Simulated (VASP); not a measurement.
Output of a VASP run:

File OUTCAR:
```
 ion  position               nearest neighbor table
   1  0.250  0.250  0.250-   3 2.55   3 2.55   3 2.55   3 2.55   2 2.95   2 2.95   2 2.95   2 2.95
                             2 2.95   2 2.95
   2  0.750  0.750  0.750-   3 2.55   3 2.55   3 2.55   3 2.55   1 2.95   1 2.95   1 2.95   1 2.95
                             1 2.95   1 2.95
   3  0.000  0.000  0.000-   2 2.55   1 2.55   2 2.55   1 2.55   2 2.55   2 2.55   1 2.55   1 2.55
  LATTYP: Found a face centered cubic cell.
 ALAT       =     5.8942169560
 Subroutine PRICEL returns:
 Original cell was already a primitive cell.
 Subroutine GETGRP returns: Found 48 space group operations
The static configuration has the point symmetry O_h .
The dynamic configuration has the point symmetry O_h .
 Subroutine INISYM returns: Found 48 space group operations
 Subroutine IBZKPT returns following result:
 Found     47 irreducible k-points:

 Following reciprocal coordinates:
            Coordinates               Weight
  0.000000  0.000000  0.000000      1.000000
  0.100000  0.000000  0.000000      8.000000
  0.200000  0.000000  0.000000      8.000000
  0.300000  0.000000  0.000000      8.000000
  0.400000  0.000000  0.000000      8.000000
  0.500000  0.000000  0.000000      4.000000
  0.100000  0.100000  0.000000      6.000000
  0.200000  0.100000  0.000000     24.000000
  0.300000  0.100000  0.000000     24.000000
  0.400000  0.100000  0.000000     24.000000
  0.500000  0.100000  0.000000     24.000000
 -0.400000  0.100000  0.000000     24.000000
 -0.300000  0.100000  0.000000     24.000000
 -0.200000  0.100000  0.000000     24.000000
 -0.100000  0.100000  0.000000     12.000000
  0.200000  0.200000  0.000000      6.000000
  0.300000  0.200000  0.000000     24.000000
  0.400000  0.200000  0.000000     24.000000
  0.500000  0.200000  0.000000     24.000000
 -0.400000  0.200000  0.000000     24.000000
 -0.300000  0.200000  0.000000     24.000000
 -0.200000  0.200000  0.000000     12.000000
  0.300000  0.300000  0.000000      6.000000
  0.400000  0.300000  0.000000     24.000000
  0.500000  0.300000  0.000000     24.000000
 -0.400000  0.300000  0.000000     24.000000
 -0.300000  0.300000  0.000000     12.000000
  0.400000  0.400000  0.000000      6.000000
  0.500000  0.400000  0.000000     24.000000
 -0.400000  0.400000  0.000000     12.000000
  0.500000  0.500000  0.000000      3.000000
  0.300000  0.200000  0.100000     24.000000
  0.400000  0.200000  0.100000     48.000000
  0.500000  0.200000  0.100000     48.000000
 -0.400000  0.200000  0.100000     24.000000
  0.400000  0.300000  0.100000     24.000000
  0.500000  0.300000  0.100000     48.000000
 -0.400000  0.300000  0.100000     48.000000
 -0.300000  0.300000  0.100000     48.000000
 -0.200000  0.300000  0.100000     24.000000
   k-points           NKPTS =     47   k-points in BZ     NKDIM =     47   number of bands    NBANDS=     12
   number of dos      NEDOS =    601   number of ions     NIONS =      3
   total plane-waves  NPLWV =  32768
   dimension x,y,z NGX =    32 NGY =   32 NGZ =   32
   dimension x,y,z NGXF=    64 NGYF=   64 NGZF=   64
   ions per type =               2   1
   PREC   = accura    normal or accurate (medium, high low for compatibility)
   ISTART =      0    job   : 0-new  1-cont  2-samecut
   ICHARG =      2    charge: 1-file 2-atom 10-const
   ISPIN  =      1    spin polarized calculation?
   LNONCOLLINEAR =      F non collinear calculations
   LSORBIT =      F    spin-orbit coupling
   INIWAV =      1    electr: 0-lowe 1-rand  2-diag
   ENCUT  =  520.0 eV  38.22 Ry    6.18 a.u.   7.75  7.75  7.75*2*pi/ulx,y,z
   NELM   =    100;   NELMIN=  2; NELMDL= -5     # of ELM steps
   EDIFF  = 0.1E-06   stopping-criterion for ELM
   LREAL  =      F    real-space projection
   NLSPLINE    = F    spline interpolate recip. space projectors
   LMAXMIX     =    6 max onsite mixed and CHGCAR
   VOSKOWN=      0    Vosko Wilk Nusair interpolation
   EDIFFG = 0.1E-05   stopping-criterion for IOM
...
```

**OSZICAR**
```
       N       E                     dE             d eps       ncg     rms          rms(c)
DAV:   1     0.136387697361E+03    0.13639E+03   -0.75015E+03  1128   0.141E+03
DAV:   2     0.360154184951E+02   -0.10037E+03   -0.86887E+02  1656   0.320E+02
DAV:   3     0.301588864162E+02   -0.58565E+01   -0.56355E+01  1648   0.807E+01
DAV:   4     0.300026424488E+02   -0.15624E+00   -0.15606E+00  1692   0.160E+01
DAV:   5     0.299971159022E+02   -0.55265E-02   -0.55319E-02  1760   0.286E+00    0.843E+00
DAV:   6     0.217243953017E+02   -0.82727E+01   -0.19862E+01  1152   0.533E+01    0.561E+00
DAV:   7     0.217842056955E+02    0.59810E-01   -0.18554E+00  1304   0.157E+01    0.254E+00
DAV:   8     0.217932147046E+02    0.90090E-02   -0.26190E-01  1148   0.671E+00    0.108E+00
DAV:   9     0.216599680985E+02   -0.13325E+00   -0.36655E-01  1152   0.569E+00    0.502E-01
DAV:  10     0.216556354036E+02   -0.43327E-02   -0.27889E-02  1336   0.173E+00    0.157E-01
DAV:  11     0.216603996010E+02    0.47642E-02   -0.84572E-03  1192   0.916E-01    0.116E-01
DAV:  12     0.216541666179E+02   -0.62330E-02   -0.19706E-03  1184   0.450E-01    0.602E-02
DAV:  13     0.216536235575E+02   -0.54306E-03   -0.25367E-04  1336   0.141E-01    0.268E-02
DAV:  14     0.216536263976E+02    0.28401E-05   -0.42199E-05  1244   0.762E-02    0.189E-02
DAV:  15     0.216536268253E+02    0.42769E-06   -0.70604E-05  1212   0.101E-01    0.119E-02
DAV:  16     0.216536097006E+02   -0.17125E-04   -0.10108E-05  1228   0.447E-02    0.135E-03
DAV:  17     0.216536097251E+02    0.24475E-07   -0.10986E-07  1100   0.476E-03
   1 F= 0.21653610E+02 E0= 0.21653610E+02  d E =0.000000E+00
       N       E                     dE             ncg
       N       E                     dE             ncg
```

**OUTCAR**
```
------------------------ aborting loop because EDIFF is reached ----------------------------------------
  FORCE on cell =-STRESS in cart. coord.  units (eV):
  Direction    XX          YY          ZZ          XY          YZ          ZX
  --------------------------------------------------------------------------------------
  Total        0.0386995      0.0386995      0.0386995      0.0000000     -0.0000000     -0.0000000
  in kB        1.2111493      1.2111493      1.2111493      0.0000000     -0.0000000     -0.0000000
  external PRESSURE =       1.2111493 kB  Pullay stress =       0.0000000 kB
  volume of cell :       51.19
      direct lattice vectors                 reciprocal lattice vectors
     0.000000000  2.947108478  2.947108478    -0.169657820  0.169657820  0.169657820
     2.947108478  0.000000000  2.947108478     0.169657820 -0.169657820  0.169657820
     2.947108478  2.947108478  0.000000000     0.169657820  0.169657820 -0.169657820
 POSITION                                       TOTAL-FORCE (eV/Angst)
 -----------------------------------------------------------------------------------
      1.47355      1.47355      1.47355         0.000000      0.000000      0.000000
      4.42066      4.42066      4.42066        -0.000000     -0.000000     -0.000000
      0.00000      0.00000      0.00000        -0.000000     -0.000000     -0.000000
 -----------------------------------------------------------------------------------
    total drift:                                0.000000      0.000000      0.000000
  FREE ENERGIE OF THE ION-ELECTRON SYSTEM (eV)
  ---------------------------------------------------
  free  energy   TOTEN  =        21.6536097251 eV

  energy  without entropy=       21.6536097251  energy(sigma->0) =       21.65360973

 total charge

# of ion       s       p       d       tot
------------------------------------------
    1        0.419   0.370   0.000   0.788
    2        0.419   0.370   0.000   0.788
    3        0.870   0.751   8.168   9.788
--------------------------------------------------
tot          1.707   1.490   8.168  11.365

 Electric field gradients after diagonalization (V/A^2)
 (convention: |V_zz| > |V_xx| > |V_yy|)
----------------------------------------------------------------------
 ion       V_xx      V_yy      V_zz     asymmetry (V_yy - V_xx)/ V_zz
----------------------------------------------------------------------
   1      -0.000    -0.000     0.000       0.000
   2      -0.000    -0.000     0.000       0.000
   3      -0.000    -0.000     0.001       0.000
```
(Selected blocks of OUTCAR.)

POSCAR:
```
PtAl2
1
    0.0000000000     2.9471084780     2.9471084780
    2.9471084780     0.0000000000     2.9471084780
    2.9471084780     2.9471084780     0.0000000000
Al Pt
2 1
Direct
  0.2500000000   0.2500000000   0.2500000000
  0.7500000000   0.7500000000   0.7500000000
  0.0000000000   0.0000000000   0.0000000000
```

Task: Write an INCAR and KPOINTS that could have produced this output.

Result: This is not unique; one that fits is the input of the run itself, revTPSS meta-GGA, plane waves, VASP's PBE PAW potentials (set 64).

INCAR:
```
ALGO = Normal
EDIFF = 1E-7
ENCUT = 520
ISIF = 2
ISMEAR = -5
LASPH = T
LCHARG = F
LEFG = T
LMAXMIX = 6
LMIXTAU = T
LORBIT = 11
LREAL = F
LWAVE = F
METAGGA = RTPSS
NEDOS = 601
NELM = 100
PREC = Accurate
SYSTEM = PtAl2
```

KPOINTS_OPT:
```
k-points along high-symmetry lines
10
Line-mode
Reciprocal
  0.000000   0.000000   0.000000 ! GAMMA
  0.500000   0.000000   0.500000 ! X

  0.500000   0.000000   0.500000 ! X
  0.625000   0.250000   0.625000 ! U

  0.375000   0.375000   0.750000 ! K
  0.000000   0.000000   0.000000 ! GAMMA

  0.000000   0.000000   0.000000 ! GAMMA
  0.500000   0.500000   0.500000 ! L

  0.500000   0.500000   0.500000 ! L
  0.500000   0.250000   0.750000 ! W

  0.500000   0.250000   0.750000 ! W
  0.500000   0.000000   0.500000 ! X
```

### KPOINTS
```
Automatic mesh
0
Gamma
10 10 10
0 0 0
```

POTCAR, in this order: Al Pt (PBE.64 set). Program: vasp_std.

For a metal the tetrahedron method with Blöchl corrections gives inexact stress and forces.

The compound is PtAl2 in the fluorite structure. It was relaxed first.
